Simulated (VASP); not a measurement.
A convergence study with VASP on K (bcc): one setting is varied, all else stays as given below, so the limit is that of these other settings.

```
K
1.0
   -2.64000     2.64000     2.64000
    2.64000    -2.64000     2.64000
    2.64000     2.64000    -2.64000
K
1
Cartesian
  0.00000   0.00000   0.00000
```

Computed with PBE GGA, VASP's PBE PAW potentials (set 64) (plane waves; VASP). The tightest run used: 550 eV cut-off, 19×19×19 Γ-centred mesh, first-order Methfessel-Paxton smearing of 0.10 eV, potentials K_sv.

The reference is 19×19×19 mesh, which took about 3 core-minutes. Costs are core time on shared hosts, one run each; read them as rough ratios.

**Question.** Of the settings 1×1×1 mesh; 2×2×2 mesh; 3×3×3 mesh; 4×4×4 mesh; 5×5×5 mesh; 6×6×6 mesh; 7×7×7 mesh; 8×8×8 mesh; 9×9×9 mesh; 10×10×10 mesh; 11×11×11 mesh; 12×12×12 mesh; 13×13×13 mesh; 14×14×14 mesh; 15×15×15 mesh; 16×16×16 mesh; 17×17×17 mesh; 18×18×18 mesh; 19×19×19 mesh, which is the lowest that keeps the difference from the reference in the stress, largest component (GPa) within 0.5 from there on, and what does it cost?

**Answer.** 2×2×2 mesh; its cost over the reference is about 1/10.
```json
[
 {"setting": "1×1×1 mesh", "difference in the stress, largest component (GPa)": "0.81", "cost over the reference": "about 1/20"},
 {"setting": "2×2×2 mesh", "difference in the stress, largest component (GPa)": "0.22", "cost over the reference": "about 1/10"},
 {"setting": "3×3×3 mesh", "difference in the stress, largest component (GPa)": "0.11", "cost over the reference": "about 1/10"},
 {"setting": "4×4×4 mesh", "difference in the stress, largest component (GPa)": "0.09", "cost over the reference": "about 1/10"},
 {"setting": "5×5×5 mesh", "difference in the stress, largest component (GPa)": "0.00", "cost over the reference": "about 1/9"},
 {"setting": "6×6×6 mesh", "difference in the stress, largest component (GPa)": "0.03", "cost over the reference": "about 1/8"},
 {"setting": "7×7×7 mesh", "difference in the stress, largest component (GPa)": "0.00", "cost over the reference": "about 1/7"},
 {"setting": "8×8×8 mesh", "difference in the stress, largest component (GPa)": "0.01", "cost over the reference": "about 1/5"},
 {"setting": "9×9×9 mesh", "difference in the stress, largest component (GPa)": "0.00", "cost over the reference": "about 1/5"},
 {"setting": "10×10×10 mesh", "difference in the stress, largest component (GPa)": "0.01", "cost over the reference": "about 1/4"},
 {"setting": "11×11×11 mesh", "difference in the stress, largest component (GPa)": "0.00", "cost over the reference": "about 1/4"},
 {"setting": "12×12×12 mesh", "difference in the stress, largest component (GPa)": "0.00", "cost over the reference": "about 1/3"},
 {"setting": "13×13×13 mesh", "difference in the stress, largest component (GPa)": "0.00", "cost over the reference": "about 1/2"},
 {"setting": "14×14×14 mesh", "difference in the stress, largest component (GPa)": "0.00", "cost over the reference": "within a factor of 2"},
 {"setting": "15×15×15 mesh", "difference in the stress, largest component (GPa)": "0.00", "cost over the reference": "within a factor of 2"},
 {"setting": "16×16×16 mesh", "difference in the stress, largest component (GPa)": "0.00", "cost over the reference": "within a factor of 2"},
 {"setting": "17×17×17 mesh", "difference in the stress, largest component (GPa)": "0.00", "cost over the reference": "within a factor of 2"},
 {"setting": "18×18×18 mesh", "difference in the stress, largest component (GPa)": "0.00", "cost over the reference": "within a factor of 2"},
 {"setting": "19×19×19 mesh", "difference in the stress, largest component (GPa)": "0.00", "cost over the reference": "reference"}
]
```

Left out are rungs that failed or repeat a setting and relaxations that didn't move; long series are thinned to 24 rows.

The compound is K in the bcc structure. The cell was not relaxed at this level.
